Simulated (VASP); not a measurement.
All values below come from PBEsol GGA, VASP's PBE PAW potentials (set 64) (plane waves; VASP).

A VASP calculation is set up with these files.

### INCAR
```
ALGO = Normal
EDIFF = 1E-7
ENCUT = 600
GGA = PS
ISIF = 2
ISMEAR = 0
LASPH = .TRUE.
LCHARG = .FALSE.
LMAXMIX = 4
LREAL = .FALSE.
LWAVE = .FALSE.
NELM = 100
PREC = Accurate
SIGMA = 0.05
SYSTEM = SnO
```

### KPOINTS
```
Automatic mesh
0
Gamma
6 6 4
0 0 0
```

File POSCAR:
```
SnO
1
    3.8086401746     0.0000000000    -0.0571296026
    0.0000000000     3.8086401746     0.0000000000
   -0.0709327429     0.0000000000     4.7288495295
Sn O
2 2
Direct
  0.5000000000   0.0000000000   0.7559990603
  0.0000000000   0.5000000000   0.2440009397
  0.5000000000   0.5000000000   0.0000000000
  0.0000000000   0.0000000000   0.0000000000
```

POTCAR, in this order: Sn_d O (PBE.64 set). Program: vasp_std.

Output of the run:

### OSZICAR
```
       N       E                     dE             d eps       ncg     rms          rms(c)
DAV:   1     0.417417131934E+03    0.41742E+03   -0.22549E+04  2720   0.281E+03
DAV:   2     0.316469244660E+02   -0.38577E+03   -0.37988E+03  2888   0.614E+02
DAV:   3    -0.252278260165E+02   -0.56875E+02   -0.55915E+02  3336   0.199E+02
DAV:   4    -0.273666397164E+02   -0.21388E+01   -0.21368E+01  2920   0.429E+01
DAV:   5    -0.274287661978E+02   -0.62126E-01   -0.62113E-01  3664   0.743E+00    0.108E+01
DAV:   6    -0.242732269522E+02    0.31555E+01   -0.21177E+01  4544   0.504E+01    0.465E+00
DAV:   7    -0.242426120347E+02    0.30615E-01   -0.20016E+00  3024   0.936E+00    0.249E+00
DAV:   8    -0.242334223073E+02    0.91897E-02   -0.56327E-01  3952   0.529E+00    0.105E+00
DAV:   9    -0.242087487345E+02    0.24674E-01   -0.17555E-01  4152   0.419E+00    0.247E-01
DAV:  10    -0.242107390000E+02   -0.19903E-02   -0.22948E-02  3912   0.143E+00    0.230E-01
DAV:  11    -0.242095124549E+02    0.12265E-02   -0.74289E-03  4192   0.835E-01    0.221E-02
DAV:  12    -0.242096183310E+02   -0.10588E-03   -0.96287E-04  2832   0.190E-01    0.521E-02
DAV:  13    -0.242095883358E+02    0.29995E-04   -0.78953E-05  4288   0.934E-02    0.197E-02
DAV:  14    -0.242095825904E+02    0.57454E-05   -0.29281E-05  3880   0.373E-02    0.422E-03
DAV:  15    -0.242095823413E+02    0.24908E-06   -0.46319E-06  4192   0.152E-02    0.191E-03
DAV:  16    -0.242095824393E+02   -0.97940E-07   -0.34162E-07  2664   0.442E-03
   1 F= -.24209582E+02 E0= -.24209165E+02  d E =-.834851E-03
```

### OUTCAR
```
------------------------ aborting loop because EDIFF is reached ----------------------------------------
  FORCE on cell =-STRESS in cart. coord.  units (eV):
  Direction    XX          YY          ZZ          XY          YZ          ZX
  --------------------------------------------------------------------------------------
  Total       -0.0723812     -0.1343859      0.1052729      0.0000000      0.0000000      0.7227080
  in kB       -1.6909818     -3.1395440      2.4594023      0.0000000      0.0000000     16.8840177
  external PRESSURE =      -0.7903745 kB  Pullay stress =       0.0000000 kB
  volume of cell :       68.58
      direct lattice vectors                 reciprocal lattice vectors
     3.808640175  0.000000000 -0.057129603     0.262619992  0.000000000  0.003939300
     0.000000000  3.808640175  0.000000000     0.000000000  0.262560902  0.000000000
    -0.070932743  0.000000000  4.728849529     0.003172733  0.000000000  0.211515516
 POSITION                                       TOTAL-FORCE (eV/Angst)
 -----------------------------------------------------------------------------------
      1.85070      0.00000      3.54644        -0.165311      0.000000     -0.087419
     -0.01731      1.90432      1.15384         0.165311      0.000000      0.087419
      1.90432      1.90432     -0.02856        -0.107080      0.000000     -0.011217
      0.00000      0.00000      0.00000         0.107080      0.000000      0.011217
 -----------------------------------------------------------------------------------
    total drift:                                0.000000      0.000000     -0.000000
  FREE ENERGIE OF THE ION-ELECTRON SYSTEM (eV)
  ---------------------------------------------------
  free  energy   TOTEN  =       -24.2095824393 eV

  energy  without entropy=      -24.2087475884  energy(sigma->0) =      -24.20916501
```
(Selected blocks of OUTCAR.)

Without a dispersion term in the relaxation, distances and binding between the weakly bound layers, chains or molecules are unreliable, and so is what depends on them.

The compound is SnO in the litharge structure. This cell was strained or had an atom moved on purpose. The k-mesh is coarse (spacing up to 0.33 per Å, 2π included), so the numbers may not be converged in it.
